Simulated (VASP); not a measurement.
Level of theory: RPBE GGA, VASP's PBE PAW potentials (set 64) (plane waves; VASP).

The input files of a VASP run:

**INCAR**
```
SYSTEM  =  CdS
PREC  =  Accurate; ENCUT  =  520; LREAL  =  .False.
LASPH  =  .True.; ICHARG  =  11
EDIFF  =  1E-7; NELM  =  100; ALGO  =  Normal
LMAXMIX  =  4
ISMEAR  =  0; SIGMA  =  0.05
GGA  =  RP
LWAVE  =  .False.; LCHARG  =  .False.; LORBIT  =  11
```

File KPOINTS:
```
k-points along high-symmetry lines
15
Line-mode
Reciprocal
  0.000000   0.000000   0.000000 ! GAMMA
 -0.500000  -0.500000   0.000000 ! X

 -0.500000  -0.500000   0.000000 ! X
 -0.375000  -0.375000   0.250000 ! U

 -0.375000  -0.000000   0.375000 ! K
  0.000000   0.000000   0.000000 ! GAMMA

  0.000000   0.000000   0.000000 ! GAMMA
  0.000000   0.000000   0.500000 ! L

  0.000000   0.000000   0.500000 ! L
 -0.500000  -0.250000   0.250000 ! W

 -0.500000  -0.250000   0.250000 ! W
 -0.500000  -0.500000   0.000000 ! X
```

File POSCAR:
```
CdS
1
    0.0000000000     3.0076449250     3.0076449250
    3.0076449250     0.0000000000     3.0076449250
    3.0076449250     3.0076449250     0.0000000000
Cd S
1 1
Direct
  0.0000000000   0.0000000000   0.0000000000
  0.2500000000   0.2500000000   0.2500000000
```

POTCAR, in this order: Cd S (PBE.64 set). Program: vasp_std. Read from the step before: CHGCAR.

The run wrote:

File OSZICAR:
```
       N       E                     dE             d eps       ncg     rms          rms(c)
DAV:   1     0.109716286845E+03    0.10972E+03   -0.91778E+03  2356   0.124E+03
DAV:   2    -0.100726552273E+00   -0.10982E+03   -0.10503E+03  2745   0.296E+02
DAV:   3    -0.481462980865E+01   -0.47139E+01   -0.46714E+01  2750   0.627E+01
DAV:   4    -0.485043101104E+01   -0.35801E-01   -0.35786E-01  2720   0.535E+00
DAV:   5    -0.485095616155E+01   -0.52515E-03   -0.52515E-03  2775   0.631E-01
DAV:   6    -0.485096810947E+01   -0.11948E-04   -0.11948E-04  2770   0.889E-02
DAV:   7    -0.485096844717E+01   -0.33770E-06   -0.33771E-06  2770   0.136E-02
DAV:   8    -0.485096845719E+01   -0.10024E-07   -0.10002E-07  2345   0.227E-03
   1 F= -.48509685E+01 E0= -.48509685E+01  d E =-.467831E-13
```

File OUTCAR:
```
 val. band max:        0.6963527065   @ k =   0.0000   0.0000   0.0000

 cond. band min:       1.8220367175   @ k =   0.0000   0.0000   0.0000



 k-point     1 :       0.0000    0.0000    0.0000
  band No.  band energies     occupation
      1     -11.1280      2.00000
      2      -6.7536      2.00000
      3      -6.7536      2.00000
      4      -6.7536      2.00000
      5      -6.3929      2.00000
      6      -6.3929      2.00000
      7       0.6964      2.00000
      8       0.6964      2.00000
      9       0.6964      2.00000
     10       1.8220      0.00000
     11       7.3246      0.00000
     12       7.3246      0.00000
     13       7.3246      0.00000

 k-point     2 :      -0.0357   -0.0357    0.0000
  band No.  band energies     occupation
      1     -11.1225      2.00000
      2      -6.7507      2.00000
      3      -6.7507      2.00000
      4      -6.7500      2.00000
      5      -6.3940      2.00000
      6      -6.3921      2.00000
      7       0.5601      2.00000
      8       0.6727      2.00000
      9       0.6727      2.00000
     10       1.9687      0.00000
     11       7.2606      0.00000
     12       7.3589      0.00000
     13       7.3589      0.00000

 k-point     3 :      -0.0714   -0.0714    0.0000
  band No.  band energies     occupation
      1     -11.1059      2.00000
      2      -6.7422      2.00000
      3      -6.7422      2.00000
      4      -6.7391      2.00000
      5      -6.3970      2.00000
      6      -6.3897      2.00000
      7       0.2648      2.00000
      8       0.6040      2.00000
      9       0.6040      2.00000
     10       2.2939      0.00000
     11       7.0850      0.00000
     12       7.4598      0.00000
     13       7.4598      0.00000

 k-point     4 :      -0.1071   -0.1071    0.0000
  band No.  band energies     occupation
      1     -11.0794      2.00000
      2      -6.7282      2.00000
      3      -6.7282      2.00000
      4      -6.7206      2.00000
...
```

The density is held fixed in this step, so its total energy and stress have no physical meaning.

The compound is CdS in the zinc blende structure, a metastable form; wurtzite is the usual one. It was relaxed first, which changed the volume by +10 %.
